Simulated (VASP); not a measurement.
A convergence study with VASP on TiB$_{2}$ (AlB2 type): one setting is varied, all else stays as given below, so the limit is that of these other settings.

```
CELL_PARAMETERS angstrom
      1.51500    -2.62406     0.00000
      1.51500     2.62406     0.00000
      0.00000     0.00000     3.23000
ATOMIC_POSITIONS crystal
  Ti 0.00000 0.00000 0.00000
  B  0.33333 0.66667 0.50000
  B  0.66667 0.33333 0.50000
```

Level of theory: PBE GGA, VASP's PBE PAW potentials (set 64) (plane waves; VASP 6.6.1). The tightest run used: 700 eV cut-off, 17×17×14 Monkhorst-Pack mesh, first-order Methfessel-Paxton smearing of 0.10 eV, potentials Ti_sv B.

```csv
setting,E (eV/atom),pressure (GPa),irreducible k-points
1×1×1 mesh,-5.3337,21.33,1
2×2×2 mesh,-8.2709,-0.99,2
3×3×3 mesh,-8.1652,-0.83,6
4×4×3 mesh,-8.1444,0.28,12
5×5×4 mesh,-8.1320,0.42,10
6×6×5 mesh,-8.1456,0.15,36
7×7×6 mesh,-8.1470,0.07,24
```

These are the cheaper rows. Estimate the results at 17×17×14 mesh, and how far the last row shown lies from them.

```
quantity        tightest run  last row shown is off by
--------------  ------------  ------------------------
E (eV/atom)          -8.1440                   -0.0030
pressure (GPa)          0.17                     -0.10
```

Left out are rungs that failed or repeat a setting and relaxations that didn't move; long series are thinned to 24 rows.

The compound is TiB2 in the AlB2 type structure. The cell was not relaxed at this level.
